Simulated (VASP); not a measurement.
A VASP calculation is set up with these files.

### POSCAR
```
As
1.0
  3.6194029435  -1.9070214027  -0.0351426362
  3.6194029435   1.9070214027  -0.0351426362
  2.6452598984   0.0000000000   3.1210001019
As
2
Direct
  0.2287238311   0.2287238311   0.2287238311
  0.7712761689   0.7712761689   0.7712761689
```

### INCAR
```
ISMEAR = 1   # Methfessel-Paxton
LMAXMIX = 4   # l cut-off of mixed one-centre charges
IVDW = 11
LWAVE = F
ALGO = Normal   # blocked Davidson
LCHARG = F
NSW = 30
GGA = PE   # PBE
LASPH = T   # aspherical one-centre terms
ISIF = 4   # ions and shape, fixed volume
NELM = 100   # most electronic steps
LREAL = F   # projection in real space or not
SYSTEM = As
IBRION = 2   # conjugate gradients
SIGMA = 0.1   # width (eV)
EDIFF = 1E-7   # SCF stop (eV)
PREC = Accurate
ENCUT = 520   # plane-wave cut-off (eV)
EDIFFG = -0.01
```

KPOINTS:
```
K-points
0
gamma
12 12 12
0 0 0
```

POTCAR, in this order: As (PBE.64 set). Program: vasp_std.

Translate this PBE-D3 (zero damping) calculation to Quantum ESPRESSO's pw.x.

One equivalent input (not run):
```
&CONTROL
  calculation = 'vc-relax'
  pseudo_dir = './pseudo'
  outdir = './out'
  tprnfor = .true.
  tstress = .true.
  nstep = 30
  forc_conv_thr = 0.00039
/
&SYSTEM
  ibrav = 0
  nat = 2
  ntyp = 1
  ecutwfc = 84
  occupations = 'smearing'
  smearing = 'methfessel-paxton'
  degauss = 0.00735
  input_dft = 'pbe'
  vdw_corr = 'grimme-d3'
  dftd3_version = 3
  dftd3_threebody = .false.
/
&ELECTRONS
  conv_thr = 7.3e-09
  electron_maxstep = 100
/
&IONS
/
&CELL
  cell_dofree = 'shape'
/
ATOMIC_SPECIES
  As 74.922 As.upf
CELL_PARAMETERS angstrom
     3.6194029   -1.9070214   -0.0351426
     3.6194029    1.9070214   -0.0351426
     2.6452599    0.0000000    3.1210001
ATOMIC_POSITIONS crystal
  As   0.2287238  0.2287238  0.2287238
  As   0.7712762  0.7712762  0.7712762
K_POINTS automatic
  12 12 12 0 0 0
```
What does not carry over: the potentials are each code's own (VASP's PAW set, PseudoDojo norm-conserving files in pw.x), so ENCUT and ecutwfc are chosen apart and not converted; conv_thr bounds pw.x's estimated SCF error, while EDIFF bounds the energy change between steps; forc_conv_thr acts on force components and is met together with etot_conv_thr.

The compound is As in the a7 structure. It was relaxed first.
